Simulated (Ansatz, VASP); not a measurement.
## SnAs in two plane-wave programs

Aim: how closely do two programs agree when they are given the same cell, functional and k mesh? The cell is taken from a series of runs on this material, whose earlier steps may have relaxed, scaled, displaced or heated it; both programs get it as it stands.

Method: plane waves, with VASP 6.6.1 beside it; zone-centre phonons at LDA, in Ansatz 0.2.0.

### Step 1. Set-up

The structure is cubic, space group Fm-3m (No. 225). The conventional cell has a = 5.670 Å, b = 5.670 Å, c = 5.670 Å, α = 90.00°, β = 90.00°, γ = 90.00°. Nearest to Sn lie 6 As at 2.83 Å. Nearest to As lie 6 Sn at 2.83 Å. Farther neighbours are not listed.

As a file:

```cif
data_structure
_symmetry_space_group_name_H-M 'Fm-3m'
_symmetry_Int_Tables_number 225
_cell_length_a 5.6695
_cell_length_b 5.6695
_cell_length_c 5.6695
_cell_angle_alpha 90.000
_cell_angle_beta 90.000
_cell_angle_gamma 90.000
_cell_volume 182.24
loop_
_atom_site_label
_atom_site_type_symbol
_atom_site_symmetry_multiplicity
_atom_site_Wyckoff_symbol
_atom_site_fract_x
_atom_site_fract_y
_atom_site_fract_z
_atom_site_occupancy
Sn1 Sn 4 b 0.50000 0.00000 0.00000 1
As1 As 4 a 0.00000 0.00000 0.00000 1
```

### Step 2. VASP: zone-centre phonons, LDA

Second derivatives magnify differences that forces hide, and they need a tight electronic threshold.

Lines of VASP's logs that name or quote its potential files are left out, and so is its time.

INCAR

```
SYSTEM = SnAs
PREC = Accurate
ENCUT = 500
EDIFF = 1E-08
NELM = 120
ISMEAR = 1
SIGMA = 0.2
LREAL = .FALSE.
ALGO = Normal
GGA = CA
NBANDS = 15
LORBIT = 11
LWAVE = .FALSE.
LCHARG = .FALSE.
ISIF = 2
IBRION = 8
LASPH = .TRUE.
GGA_COMPAT = .FALSE.
KPAR = 2
```

POSCAR

```
SnAs
1.0
    0.0000000000      2.8347502741      2.8347502741
    2.8347502741      0.0000000000      2.8347502741
    2.8347502741      2.8347502741      0.0000000000
Sn As
1 1
Direct
    0.5000000000      0.5000000000      0.5000000000
    0.0000000000      0.0000000000      0.0000000000
```

KPOINTS

```
Automatic mesh
0
Gamma
16 16 16
0 0 0
```

The projector-augmented-wave data sets are Sn_d and As (LDA family, release 64).

On the command line:

```
$ mpirun -np 2 vasp_std
```

Numbers of over 12 decimals in the logs are rounded to 6 here.

The log of the run:

```text
[banner, memory and clock lines left out]
running    2 mpi-ranks, on    1 nodes
 distrk:  each k-point on    1 cores,    2 groups
 distr:  one band on    1 cores,    1 groups

 POSCAR found type information on POSCAR SnAs
 POSCAR found :  2 types and       2 ions
 LDA part: xc-table for (Slater(with rela. corr.)+CA(PZ))
 , standard interpolation
 POSCAR, INCAR and KPOINTS ok, starting setup
 FFT: planning ... GRIDC
 FFT: planning ... GRID_SOFT
 FFT: planning ... GRID
 WAVECAR not read
 entering main loop
       N       E                     dE             d eps       ncg     rms          rms(c)
DAV:   1     0.106822593582E+03    0.10682E+03   -0.95122E+03  4428   0.159E+03
DAV:   2    -0.162303572260E+01   -0.10845E+03   -0.10561E+03  4560   0.362E+02
DAV:   3    -0.100045336112E+02   -0.83815E+01   -0.83012E+01  5645   0.842E+01
DAV:   4    -0.101800751470E+02   -0.17554E+00   -0.17547E+00  4903   0.135E+01
DAV:   5    -0.101848682637E+02   -0.47931E-02   -0.47930E-02  6003   0.224E+00    0.296E+00
DAV:   6    -0.100747077831E+02    0.11016E+00   -0.19650E-01  6627   0.447E+00    0.176E+00
DAV:   7    -0.100630356822E+02    0.11672E-01   -0.45459E-02  5825   0.153E+00    0.568E-01
DAV:   8    -0.100612642587E+02    0.17714E-02   -0.40077E-03  5442   0.717E-01    0.733E-02
DAV:   9    -0.100612121102E+02    0.52149E-04   -0.32856E-04  5811   0.203E-01    0.635E-02
DAV:  10    -0.100612131393E+02   -0.10292E-05   -0.24942E-05  5437   0.371E-02    0.328E-02
DAV:  11    -0.100612121148E+02    0.10245E-05   -0.54231E-06  6637   0.220E-02    0.877E-03
DAV:  12    -0.100612121517E+02   -0.36865E-07   -0.99514E-07  5687   0.125E-02    0.276E-03
DAV:  13    -0.100612121456E+02    0.60313E-08   -0.30164E-08  5092   0.169E-03
   1 F= -.10061212E+02 E0= -.10061155E+02  d E =-.170400E-03
 Linear response reoptimize wavefunctions to high precision
DAV:   1    -0.100612121344E+02    0.11265E-07   -0.47228E-08  6032   0.266E-03
DAV:   2    -0.100612121346E+02   -0.25420E-09   -0.26382E-09  4692   0.340E-04
DAV:   3    -0.100612121346E+02   -0.45475E-12   -0.20522E-11  2959   0.404E-05
 Linear response DOF=           2
 Linear response progress:
  Degree of freedom:   1/  2
       N       E                     dE             d eps       ncg     rms          rms(c)
RMM:   1    -0.214058524835E+00   -0.21406E+00    0.59806E-01 12676   0.123E+01
RMM:   2    -0.220020843157E+00   -0.59623E-02   -0.11539E-02 18478   0.960E-01    0.545E-02
RMM:   3    -0.220062781461E+00   -0.41938E-04   -0.92271E-04 19817   0.255E-01    0.285E-02
RMM:   4    -0.219956731387E+00    0.10605E-03   -0.61117E-05 20251   0.702E-02    0.892E-03
RMM:   5    -0.219938687663E+00    0.18044E-04   -0.90097E-06 20445   0.229E-02    0.282E-03
RMM:   6    -0.219941233497E+00   -0.25458E-05   -0.15047E-06 20822   0.757E-03    0.121E-03
RMM:   7    -0.219941994541E+00   -0.76104E-06   -0.38167E-07 20935   0.299E-03    0.660E-04
RMM:   8    -0.219940629900E+00    0.13646E-05    0.63293E-07 20296   0.129E-03    0.789E-05
RMM:   9    -0.219940212790E+00    0.41711E-06    0.15718E-06 21378   0.622E-04    0.441E-05
RMM:  10    -0.219940268369E+00   -0.55578E-07    0.10654E-06 22284   0.317E-04    0.510E-05
RMM:  11    -0.219940177791E+00    0.90578E-07    0.71823E-07 21455   0.182E-04    0.438E-05
RMM:  12    -0.219940062733E+00    0.11506E-06    0.35741E-07 20857   0.113E-04    0.412E-05
RMM:  13    -0.219939976448E+00    0.86285E-07    0.18126E-07 21024   0.789E-05    0.352E-05
RMM:  14    -0.219939813266E+00    0.16318E-06    0.76695E-08 20536   0.659E-05    0.208E-05
RMM:  15    -0.219939779216E+00    0.34051E-07    0.30560E-08 22207   0.520E-05    0.177E-05
RMM:  16    -0.219939699450E+00    0.79766E-07    0.12518E-08 20712   0.486E-05    0.104E-05
RMM:  17    -0.219939609820E+00    0.89630E-07   -0.19373E-09 22181   0.479E-05    0.187E-06
RMM:  18    -0.219939595930E+00    0.13890E-07   -0.48585E-09 19608   0.430E-05    0.455E-07
RMM:  19    -0.219939591241E+00    0.46892E-08   -0.71128E-09 13808   0.415E-05    0.177E-07
 first order change of Fermi-energy  -0.18842E-03
 force on displaced ion       1 direction 1 :  -1.718   0.000   0.000
 Linear response progress:
  Degree of freedom:   2/  2
       N       E                     dE             d eps       ncg     rms          rms(c)
RMM:   1    -0.433062390181E-01   -0.43306E-01    0.73564E-02 22042   0.104E+00
RMM:   2    -0.440741059032E-01   -0.76787E-03   -0.16865E-03 19090   0.225E-01    0.630E-02
RMM:   3    -0.442046626938E-01   -0.13056E-03   -0.14683E-04 19447   0.634E-02    0.345E-02
RMM:   4    -0.444129907896E-01   -0.20833E-03   -0.28076E-05 19589   0.321E-02    0.552E-03
RMM:   5    -0.444436434226E-01   -0.30653E-04   -0.16980E-06 19842   0.898E-03    0.228E-03
RMM:   6    -0.444329251377E-01    0.10718E-04   -0.86344E-08 19911   0.224E-03    0.979E-04
RMM:   7    -0.444302193408E-01    0.27058E-05   -0.97287E-10 20166   0.629E-04    0.610E-05
RMM:   8    -0.444301529583E-01    0.66382E-07   -0.49236E-09 20507   0.163E-04    0.183E-05
RMM:   9    -0.444301077124E-01    0.45246E-07    0.11270E-07 21219   0.614E-05    0.519E-06
RMM:  10    -0.444301113764E-01   -0.36640E-08   -0.61150E-08 21813   0.250E-05    0.280E-06
 first order change of Fermi-energy   0.45963E-03
 force on displaced ion       2 direction 1 :  -1.722   0.000   0.000
 Linear response finished
```

Parts of OUTCAR (step 2):

```text
ion  position               nearest neighbor table
   1  0.500  0.500  0.500-   2 2.83   2 2.83   2 2.83   2 2.83   2 2.83   2 2.83
   2  0.000  0.000  0.000-   1 2.83   1 2.83   1 2.83   1 2.83   1 2.83   1 2.83

  LATTYP: Found a face centered cubic cell.
 ALAT       =     5.6695005482

 Subroutine GETGRP returns: Found 48 space group operations
 (whereof 48 operations were pure point group operations)

The static configuration has the point symmetry O_h .

 Found    145 irreducible k-points:

   k-points           NKPTS =    145   k-points in BZ     NKDIM =    145   number of bands    NBANDS=     15

   dimension x,y,z NGX =    30 NGY =   30 NGZ =   30
   dimension x,y,z NGXF=    60 NGYF=   60 NGZF=   60

   ENCUT  =  500.0 eV  36.75 Ry    6.06 a.u.   7.31  7.31  7.31*2*pi/ulx,y,z

   NELECT =      19.0000    total number of electrons

 k-points in reciprocal lattice and weights: Automatic mesh
   0.00000000  0.00000000  0.00000000       0.000
   0.06250000  0.00000000  0.00000000       0.002
   0.12500000  0.00000000  0.00000000       0.002
   0.18750000  0.00000000  0.00000000       0.002
   0.25000000  0.00000000  0.00000000       0.002
   0.31250000  0.00000000  0.00000000       0.002
   0.37500000  0.00000000  0.00000000       0.002
   0.43750000  0.00000000  0.00000000       0.002
   0.50000000  0.00000000  0.00000000       0.001
[...]
-0.31250000  0.50000000  0.18750000       0.003
  -0.25000000  0.50000000  0.25000000       0.001

 average (electrostatic) potential at core
       1 -99.5668       2 -50.7119

  Total        0.0499381      0.0499381      0.0499381      0.0000000      0.0000000      0.0000000
  in kB        1.7561754      1.7561754      1.7561754      0.0000000      0.0000000      0.0000000
  external PRESSURE =       1.7561754 kB  Pullay stress =       0.0000000 kB

  energy-cutoff  :      500.00
  volume of cell :       45.56
      direct lattice vectors                 reciprocal lattice vectors
     0.000000000  2.834750274  2.834750274    -0.176382380  0.176382380  0.176382380
     2.834750274  0.000000000  2.834750274     0.176382380 -0.176382380  0.176382380
     2.834750274  2.834750274  0.000000000     0.176382380  0.176382380 -0.176382380

 POSITION                                       TOTAL-FORCE (eV/Angst)
 -----------------------------------------------------------------------------------
      2.83475      2.83475      2.83475        -0.000000      0.000000      0.000000
      0.00000      0.00000      0.00000         0.000000      0.000000      0.000000
 -----------------------------------------------------------------------------------
    total drift:                                0.000000      0.000000      0.000000

 Eigenvectors and eigenvalues of the dynamical matrix
 ----------------------------------------------------

   1 f  =    3.025320 THz    19.008643 2PiTHz  100.913798 cm-1    12.511711 meV
             X         Y         Z           dx          dy          dz
      2.834750  2.834750  2.834750    -0.061895   -0.618508   -0.000000
      0.000000  0.000000  0.000000     0.078000    0.779444    0.000000

   2 f  =    3.025320 THz    19.008643 2PiTHz  100.913798 cm-1    12.511711 meV
             X         Y         Z           dx          dy          dz
      2.834750  2.834750  2.834750     0.000000    0.000000   -0.621597
      0.000000  0.000000  0.000000     0.000000    0.000000    0.783337

   3 f  =    3.025320 THz    19.008643 2PiTHz  100.913798 cm-1    12.511711 meV
             X         Y         Z           dx          dy          dz
      2.834750  2.834750  2.834750     0.618508   -0.061895   -0.000000
      0.000000  0.000000  0.000000    -0.779444    0.078000    0.000000

   4 f/i=    0.001699 THz     0.010674 2PiTHz    0.056668 cm-1     0.007026 meV
             X         Y         Z           dx          dy          dz
      2.834750  2.834750  2.834750     0.000000    0.000000    0.783337
      0.000000  0.000000  0.000000     0.000000    0.000000    0.621597

   5 f/i=    0.001699 THz     0.010674 2PiTHz    0.056668 cm-1     0.007026 meV
             X         Y         Z           dx          dy          dz
      2.834750  2.834750  2.834750     0.775023   -0.113823    0.000000
      0.000000  0.000000  0.000000     0.615000   -0.090322    0.000000

   6 f/i=    0.001699 THz     0.010674 2PiTHz    0.056668 cm-1     0.007026 meV
             X         Y         Z           dx          dy          dz
      2.834750  2.834750  2.834750     0.113823    0.775023   -0.000000
      0.000000  0.000000  0.000000     0.090322    0.615000    0.000000

 ELASTIC MODULI CONTR FROM IONIC RELAXATION (kBar)
 Direction    XX          YY          ZZ          XY          YZ          ZX
 --------------------------------------------------------------------------------
 XX           0.0000      0.0000      0.0000      0.0000      0.0000      0.0000
 YY           0.0000      0.0000      0.0000      0.0000      0.0000      0.0000
 ZZ           0.0000      0.0000      0.0000      0.0000      0.0000      0.0000
 XY           0.0000      0.0000      0.0000      0.0000      0.0000      0.0000
 YZ           0.0000      0.0000      0.0000      0.0000      0.0000      0.0000
 ZX           0.0000      0.0000      0.0000      0.0000      0.0000      0.0000
 --------------------------------------------------------------------------------
```

This run has no spin polarisation. Its electron count is odd, so without a moment it is a metal by construction.

### Step 3. Ansatz: zone-centre phonons, LDA

Ansatz runs on its default PAW (the set named soft_2) files.

The same cell, functional (in two slightly different forms), mesh and smearing now go to Ansatz, which takes its cutoff from its data sets.

input.yaml

```yaml
crystal:
  lattice:
    - [0.0, 2.8347502741, 2.8347502741]
    - [2.8347502741, 0.0, 2.8347502741]
    - [2.8347502741, 2.8347502741, 0.0]
  atoms:
    - { symbol: Sn, position: [0.5, 0.5, 0.5] }
    - { symbol: As, position: [0.0, 0.0, 0.0] }
kpoints:
  mp_grid: { grid: [16, 16, 16] }
hamiltonian:
  xc: lda
scf:
  occupations: { method: methfessel_paxton, width: 0.2 }
output:
  eigenvalues: true
phonons:
  method: dfpt
```

On the command line:

```
$ ansatz run input.yaml --threads 4 --pin off --max-ram 7168MiB --backend cpu --events-out ev --progress --plain --runs-dir out
```

The log of the run:

```text
Engine: ansatz 0.2.0, aarch64-unknown-linux-gnu
Pseudopotentials: kind: paw
Pseudopotential: Sn, paw, valence charge 14, recommended cutoff 420 eV (normal), Sn.paw.azcp
Pseudopotential: As, paw, valence charge 15, recommended cutoff 420 eV (normal), As.paw.azcp
Functional definition: SPW92
  exchange = slater_x
  correlation = pw_c
Crystal: 2 atoms, lattice volume = 45.559 Å³
Basis set: ecut = 420 eV, 893 PW (Γ), exchange–correlation on 54×54×54 points (8 copies of the dense FFT grid, shifted against one another)
Bands: 19, of which v1, the nominal top of the filled ones, is band 15 counted from 1 (14 counted from 0)
Symmetry: 48 space group operations
k-points: 349 of 4096 (irreducible under 8 space group operations, time reversal used)
Non-local potential: Sn, projectors of the file, l = 0: 2, l = 1: 2, l = 2: 2, l = 3: 2
Non-local potential: As, projectors of the file, l = 0: 2, l = 1: 2, l = 2: 3, l = 3: 1
PAW form: soft (Blöchl's): semilocal exchange-correlation on the pseudo side does not see the compensation charge
PAW frozen core: Sn, regenerated for the run's functional, and the local potential with it (the file was generated under x = pbe(κ = 0.804, μ = 0.219515), c = pbe(β = 0.066725))
PAW frozen core: As, regenerated for the run's functional, and the local potential with it (the file was generated under x = pbe(κ = 0.804, μ = 0.219515), c = pbe(β = 0.066725))
PAW one-centre angular grid: Sn, 590 points (default); XC on 64 Gauss nodes
PAW one-centre angular grid: As, 590 points (default); XC on 64 Gauss nodes
Initial density: superposition of atomic densities (neutral atoms: chi_scale 0, normalization atom), corrected by the library's trained network
Initial wavefunctions: pseudopotential atomic-orbital guess
Functional: x = slater, c = lda
SCF iter   1: F=—  HF=-10653.388569 eV  |F-HF|=—  |Δ(HF+E_count)|=         —  Δρ=6.04e-3  dr2=8.63e-3  ethr=1.77e-3  ⟨swp⟩=5.1  Hψ=30456  notcnv=0
preconditioner: auto → Kerker (q_TF=auto, 2.530 Å⁻¹)  [metal: Δε(μ)=0.137 eV  Ē_g=18.406 eV  σ=0.200 eV  W_gap=0.49  n_scr=14 (ndim 8)  ℏωp=24.0 eV  f_vac=0.000  D(μ)=0.71/eV (n_scr^D=0)]
SCF iter   2: F=—  HF=-10653.384305 eV  |F-HF|=—  |Δ(HF+E_count)|=   4.26e-3  S|Δr|=    0.00e0  Δρ=3.43e-3  dr2=3.09e-3  ethr=2.98e-5  ⟨swp⟩=1.6  Hψ=10639  notcnv=0
SCF iter   3: F=—  HF=-10653.383328 eV  |F-HF|=—  |Δ(HF+E_count)|=   9.77e-4  S|Δr|=    0.00e0  Δρ=6.22e-4  dr2=2.49e-4  ethr=1.07e-5  ⟨swp⟩=2.0  Hψ=8347  notcnv=0
SCF iter   4: F=—  HF=-10653.383241 eV  |F-HF|=—  |Δ(HF+E_count)|=   8.62e-5  S|Δr|=    0.00e0  Δρ=2.43e-4  dr2=3.07e-5  ethr=8.60e-7  ⟨swp⟩=2.0  Hψ=11656  notcnv=0
SCF iter   5: F=—  HF=-10653.383227 eV  |F-HF|=—  |Δ(HF+E_count)|=   1.43e-5  S|Δr|=    0.00e0  Δρ=5.47e-5  dr2=1.73e-6  ethr=1.06e-7  ⟨swp⟩=2.0  Hψ=11645  notcnv=0
SCF iter   6: F=—  HF=-10653.383226 eV  |F-HF|=—  |Δ(HF+E_count)|=   8.85e-7  S|Δr|=    0.00e0  Δρ=3.20e-5  dr2=4.62e-7  ethr=5.98e-9  ⟨swp⟩=2.0  Hψ=11085  notcnv=0
SCF iter   7: F=—  HF=-10653.383226 eV  |F-HF|=—  |Δ(HF+E_count)|=   2.63e-7  S|Δr|=    0.00e0  Δρ=7.87e-6  dr2=2.10e-8  ethr=1.59e-9  ⟨swp⟩=2.0  Hψ=11678  notcnv=0
SCF iter   8: F=—  HF=-10653.383226 eV  |F-HF|=—  |Δ(HF+E_count)|=   6.94e-9  S|Δr|=    0.00e0  Δρ=1.47e-6  dr2=1.21e-9  ethr=7.24e-11  ⟨swp⟩=2.0  Hψ=8422  notcnv=0
SCF iter   9: F=—  HF=-10653.383226 eV  |F-HF|=—  |Δ(HF+E_count)|=  1.38e-10  S|Δr|=    0.00e0  Δρ=2.35e-7  dr2=2.41e-11  ethr=4.17e-12  ⟨swp⟩=2.6  Hψ=11142  notcnv=0
SCF iter  10: F=-10653.383226 eV  HF=-10653.383226 eV  |F-HF|=0.00e0  |Δ(HF+E_count)|=  1.46e-11  S|Δr|=    0.00e0  Δρ=3.41e-8  dr2=3.93e-13  ethr=1.00e-12  ⟨swp⟩=5.3  Hψ=25582  notcnv=0
SCF 1 converged in 10 iterations: F = -10653.383226 eV  dr2 = 3.93e-13
  greatest PAW one-centre occupation: 0.999 electrons in one spin orbital (limit 2), on the As atom at site 1 (counted from 0), in its partial waves of l = 2
DFPT response loops at Γ: preconditioner auto → Kerker (q_TF=auto, 2.530 Å⁻¹) (partly filled bands, converged f_vac=0.000); β = 1.00, the filter's whole step (`scf.mixing.beta` (0.50) is not read by the response loops under this deck's `scf.mixing.preconditioner`; to damp them name `kerker` or `kerker_dos`, under which they read `scf.mixing.beta`, and type it under 1.00, their step now; both keys bind the ground state too); Broyden in place of MSR1
SCF converged after 10 iterations
Stability not checked: this state was not tested for a lower state beside it, because cold or Methfessel-Paxton smearing, or corrected tetrahedra, fill the levels in a way that the test cannot read (fill_not_monotonic; see scf.lower_state_search)
Free energy (F): -10653.383226 eV
Harris-Foulkes:  -10653.383226 eV  (|F-HF|=0.00e0)
Internal energy: -10653.383090 eV  (E = F + TS)
E sigma→0 (E₀):  -10653.383192 eV
Entropy (-TS):   -0.000136 eV (-0.068 meV/atom)
Fermi energy:    11.150032 eV
--- Per-component energies (eV) ---
  E_band       = -295.382787
  E_kinetic    = 292.721366
  E_local      = -2443.504938  (includes V_loc(G=0)·N_el)
  E_nonlocal   = -693.271367
  E_hartree    = 1428.029905
  E_xc         = -458.985654
  E_vxc        = -179.474219  (∫ρ·V_xc dr)
  E_paw        = -5748.407380  (= ΣΔE_a)
  E_vpaw       = -127.913451  (= ΣTr[D̂ρ^β])
  E_aug_tail   = 0.000007  (compensation charges beyond the density's cutoff)
  E_ewald      = -3032.465159
  E_core_change = 2.500128  (= ΣΔE_core)
  E_smearing   = -0.000136  (= −TS)
  E_closure    = -0.000000  (closes the sum)
  Σ components = -10653.383226   (vs F -10653.383226, Δ=0.00e0)
--- Band table (eV; the first three rows and the last of 349) ---
  k-point 0: bands = [... 11 lower, 8.5693, 10.0883, 10.0883, 10.0883, 16.7510, 16.7510, 16.7510, 17.3280]
  k-point 1: bands = [... 11 lower, 8.0882, 10.0935, 10.0935, 10.4762, 16.3939, 16.4148, 16.4148, 17.3412]
  k-point 2: bands = [... 11 lower, 7.1893, 10.1123, 10.1123, 11.0872, 15.7233, 15.7233, 15.7789, 17.3163]
  k-point 348: bands = [... 11 lower, 3.9931, 6.2506, 6.2506, 12.1572, 13.3993, 17.2595, 17.2595, 20.2062]
--- Phonons (Γ-DFPT): 2 representative perturbations + reference, on 349 of 4096 k-points (Σ response iterations 6) ---
  k mesh reduced under 8 symmetry operations, with k and −k counted as one. Each operation leaves every solved perturbation unchanged. A smaller set is not used because it would not reduce the number of displacements times k-points to solve
  ASR residual: 2.171e-5 → 0.000e0 eV/Å²; symmetrization residual: 1.237e-6 eV/Å²
  ASR residual per site (eV/Å²): 2.17e-5 1.26e-5
  Γ frequencies (cm⁻¹): 0.00 0.00 0.00 99.33 99.33 99.33
  non-analytic LO–TO correction: not included (Born effective charges unavailable; polar crystals: no LO–TO splitting at Γ)
```

In the SCF lines HF is the Harris–Foulkes energy and dr2 the Hartree energy of the density residual, in eV; the loop may stop once dr2 is under the threshold and the program's other checks hold. Hψ counts applications of the Hamiltonian.

### Step 4. Differences

Known differences besides the potentials themselves: the two LDA forms differ slightly; the data sets hold 29 valence electrons in Ansatz (on its default PAW (the set named soft_2) files) and 19 in VASP; the cutoff is 420 eV in Ansatz and 500 eV in VASP; VASP's log shows a relativistic correction to its local exchange, Ansatz's none. Total energies have different zeros and are not compared.

The two programs side by side:

| quantity | Ansatz | VASP | difference |
| --- | --- | --- | --- |
| optical mode 1 to 3 (cm⁻¹) | 99.3 | 100.9 | -1.57 % |

Modes are paired by rising frequency, not by their patterns, so a pair may set unlike modes beside each other; they are those without the splitting of longitudinal modes.

### Step 5. Summary of results

* r.m.s. difference of the optical zone-centre modes, each program's sorted by frequency (zone-centre phonons, LDA): 1.6 cm⁻¹
* difference in optical mode 1 to 3 (zone-centre phonons, LDA): -1.6 %

What this shows: The r.m.s. difference of the optical zone-centre modes, each program's sorted by frequency is 1.6 cm⁻¹ (zone-centre phonons, LDA). The data sets hold unlike numbers of valence electrons (29 in Ansatz and 19 in VASP), so part of the differences comes from the potentials. Among the rows given in per cent, the largest difference of the zone-centre phonons, LDA pair is in optical mode 1 to 3, -1.6 %. Such differences can come from data sets, numerical settings and the points named under the comparisons, not from the functional's error against experiment.

[Lines on the potential files, build, host, timing and source positions are cut from VASP's logs without a mark.]

[Logs are printed without paths, hosts, clocks, repeated set-up lines and the standing remarks that a program may print on its own settings, such as how far it seeks lower states.]

[Hosts, paths, dates, database ids (printed as entryN), source tags and the programs' standing remarks are cut or masked in the printed files.]
